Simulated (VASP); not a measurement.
```
BaHfO3
1.0
    4.20145     0.00000     0.00000
    0.00000     4.20145     0.00000
    0.00000     0.00000     4.20145
Ba Hf O
1 1 3
Direct
  0.00000   0.00000   0.00000
  0.50000   0.50000   0.50000
  0.50000   0.00000   0.50000
  0.00000   0.50000   0.50000
  0.50000   0.50000   0.00000
```

Computed with PBE GGA, VASP's PBE PAW potentials (set 64) (plane waves; VASP). Run with 520 eV cut-off, 5×5×5 Γ-centred mesh, Gaussian smearing of 0.050 eV, potentials Ba_sv Hf_pv O.

### Question
What does the run give for the energy per atom (σ→0)?

### Answer

```yaml
energy per atom (σ→0): -8.711 eV/atom
```

Total energies compare only between runs with the same potentials, cut-off and functional.

The compound is BaHfO3 in the cubic perovskite structure. It was relaxed first. The start is the result of an earlier pass.
